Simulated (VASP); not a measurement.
Level of theory: PBE GGA, VASP's PBE PAW potentials (set 64) (plane waves; VASP).

VASP input:

File KPOINTS:
```
Automatic mesh
0
Gamma
8 8 8
0 0 0
```

### INCAR
```
SYSTEM=LaAl
PREC=Accurate; ENCUT=400; LREAL=.False.
LASPH=.True.
EDIFF=1E-6; NELM=100; ALGO=Normal
LMAXMIX=6
ISMEAR=1; SIGMA=0.1
GGA=PE
IBRION=2; NSW=60; ISIF=3
EDIFFG=-0.01
LWAVE=.False.; LCHARG=.False.
```

POSCAR:
```
LaAl
1.0
  0.0000000000   3.5424000000   3.5424000000
  3.5424000000   0.0000000000   3.5424000000
  3.5424000000   3.5424000000   0.0000000000
La Al
1 1
Direct
  0.0000000000   0.0000000000   0.0000000000
  0.5000000000   0.5000000000   0.5000000000
```

POTCAR, in this order: La Al (PBE.64 set). Program: vasp_std.

Task: What will the output report for the number of irreducible k-points (NKPTS), number of bands (NBANDS), largest plane-wave count, number of space-group operations, FFT grid (NGX, NGY, NGZ)?

Result: 
```
Property                                      Result
--------------------------------------  ------------
number of irreducible k-points (NKPTS)            29
number of bands (NBANDS)                          11
largest plane-wave count                        1639
number of space-group operations                  48
FFT grid (NGX, NGY, NGZ)                36 × 36 × 36
```

The structure was generated: LaAl was put into the rock salt type (Fm-3m), which need not be its known phase. This run relaxes it. Symmetry was kept, so distortions that lower it aren't found.
